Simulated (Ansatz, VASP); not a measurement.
# LiMg8: VASP beside Ansatz

```xyz
9
Lattice="6.4201 0.0000 0.0000 0.0000 5.1379 0.0000 0.0000 0.0000 19.1645" Properties=species:S:1:pos:R:3 pbc="T T T"
Mg    0.0000    3.8534    4.0000
Mg    3.2101    3.8534    4.0000
Mg    1.6050    1.2845    4.9267
Mg    4.8151    1.2845    4.9267
Mg    1.6050    3.8534    6.8746
Mg    4.8151    3.8534    6.8746
Mg    0.0000    1.2845    7.6645
Mg    3.2101    1.2845    7.6645
Li    0.8025    3.8534    9.4480
```

Alike in both runs: functional PBE; k mesh 4 × 5 × 1; occupations gaussian, width 0.1 eV; no spin polarisation.

Ansatz relaxed the structure, and its values are those at the end. VASP's run is a single point on that final structure, the one shown.

|  | VASP | Ansatz |
| --- | --- | --- |
| version | VASP 6.6.1 | Ansatz 0.2.0 |
| potentials or method | VASP PAW PBE potentials, release 64 (Mg, Li_sv) | scalar-relativistic, plane waves, PAW |
| plane-wave cutoff (eV) | 520 | 420 |
| valence electrons in the cell | 19 | 83 |

Ansatz gave:

```
gap on the k mesh at the Fermi level (eV)  : none
rms of the force components (eV/Å)         : 0.127
work function, face that differs most (eV) : 2.47
```

Question: Estimate VASP's values.

Answer: gap on the k mesh at the Fermi level (eV): none; rms of the force components (eV/Å): 0.128; work function, face that differs most (eV): 2.26.

A gap of «none» marks a metal or a gap that the smearing closes. With one functional, cell and mesh, what is left measures potentials, basis and numerics. The two sets of potentials don't hold the same shells in valence.
